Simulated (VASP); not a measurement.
Consider the following.

```yaml
crystal:
  lattice:
    - [0.00000, 2.73427, 2.73427]
    - [2.73427, 0.00000, 2.73427]
    - [2.73427, 2.73427, 0.00000]
  atoms:
    - { symbol: Si, position: [0.00000, 0.00000, 0.00000] }
    - { symbol: Si, position: [0.25000, 0.25000, 0.25000] }
```

These are HSE06 screened hybrid, VASP's PBE PAW potentials (set 64) (plane waves; VASP) values and carry that method's errors. Numerical set-up: 520 eV cut-off, 6×6×6 Γ-centred mesh, Gaussian smearing of 0.050 eV, potentials Si.

**Question.** Predict the energy per atom (σ→0), pressure, band gap (over the mesh, the named points and PBE's band edges) with the smallest direct gap where there is one.

**Answer.** 
| Item | Value |
|---|---|
| band gap (over the mesh, the named points and PBE's band edges) | 1.20 eV |
| smallest direct gap (over the mesh, the named points and PBE's band edges) | 3.33 eV |
| energy per atom (σ→0) | -6.282 eV/atom |
| pressure | -1.81 GPa |

The compound is Si in the diamond structure. It was relaxed first.
